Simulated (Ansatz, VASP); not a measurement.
# One calculation of BiAs, two programs

INCAR

```
PREC = Accurate ; ENCUT = 520
EDIFF = 1E-7 ; ISMEAR = 0
SIGMA = 0.05 ; LREAL = F
LASPH = T ; NELM = 100
ALGO = Normal ; ISIF = 2
LWAVE = F ; LCHARG = F
GGA = PE ; NBANDS = 17
```

KPOINTS

```
regular mesh
0
Gamma
  6 6 6
```

The input POSCAR:

```
BiAs
1.0
    3.6867205566      0.0000000000      0.0000000000
    0.0000000000      3.6867205566      0.0000000000
    0.0000000000      0.0000000000      3.6867205566
Bi As
1 1
Direct
    0.0000000000      0.0000000000      0.0000000000
    0.5000000000      0.5000000000      0.5000000000
```

Input for Ansatz:

```yaml
crystal:
  lattice:
    - [3.6867205566, 0.0, 0.0]
    - [0.0, 3.6867205566, 0.0]
    - [0.0, 0.0, 3.6867205566]
  atoms:
    - { symbol: Bi, position: [0.0, 0.0, 0.0] }
    - { symbol: As, position: [0.5, 0.5, 0.5] }
basis:
  ecutwfc: 420
kpoints:
  mp_grid: { grid: [6, 6, 6] }
hamiltonian:
  xc: pbe
scf:
  occupations: { method: gaussian, width: 0.05 }
output:
  forces: true
  stress: true
  eigenvalues: true
```

The cell comes from a database or a generator and needn't be the stable form of this composition.

Alike in both runs: task single point; functional PBE; k mesh 6 × 6 × 6; occupations gaussian, width 0.05 eV; no spin polarisation.

```csv
,VASP,Ansatz
version,VASP 6.6.1,Ansatz 0.2.0
potentials or method,"VASP PAW PBE potentials, release 64 (Bi_d, As)","scalar-relativistic, plane waves, PAW"
plane-wave cutoff (eV),520,420
valence electrons in the cell,20,30
```

|  | VASP | Ansatz | Ansatz less VASP |
| --- | --- | --- | --- |
| gap on the k mesh at the Fermi level (eV) | none | none | - |
| pressure (GPa) | 0.5 | 0.5 | -0.03 |

A gap of «none» marks a metal or a gap that the smearing closes. The functional is the same, so the differences come from potentials, cutoffs and numerics. The two sets of potentials don't hold the same shells in valence.

Caveats: spin-orbit coupling is left out, which moves the levels of the heavy elements.
